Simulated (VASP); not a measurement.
The system is Cl2BSeH, in a box.

```xyz
5
Lattice="12.0000 0.0000 0.0000 0.0000 13.0000 0.0000 0.0000 0.0000 13.0000" Properties=species:S:1:pos:R:3 pbc="T T T"
Cl    6.3665    6.8003    8.0519
Cl    7.1588    4.7894    5.9448
B     6.3136    6.2476    6.3991
Se    5.3498    7.1810    5.0161
H     4.8671    8.2526    5.8960
```

Base run:

| Property | Result |
| --- | --- |
| Program | VASP 6.6.1 |
| Functional | PBE |
| Dispersion | TS |
| Potentials or basis | VASP PAW PBE potentials, release 64 (Cl, B, Se, H) |
| Cutoff | 520 eV |
| k mesh | 1 × 1 × 1 |
| Occupations | gaussian, width 0.01 eV |
| Spin | no spin polarisation |

Its results: gap between the frontier levels 4.32 eV; largest force 0.432 eV/Å.

**Question.** After a change of settings the same cell gave: gap between the frontier levels 6.32 eV; largest force 0.099 eV/Å. Which change was it?
A. functional from PBE to PBE0; further incar settings from ALGO = Normal; EDIFF = 1e-07 to ALGO = Normal; EDIFF = 1e-06; NBANDS = 20
B. dispersion from TS to none; further incar settings from ALGO = Normal; EDIFF = 1e-07 to ALGO = Normal; EDIFF = 1e-07; NBANDS = 20
C. dispersion from TS to none; further incar settings from ALGO = Normal; EDIFF = 1e-07 to ALGO = Normal; EDIFF = 1e-06

**Answer.** A.

Caveats: the PAW data sets were made with another functional, which shifts forces and pressure a little (some runs).
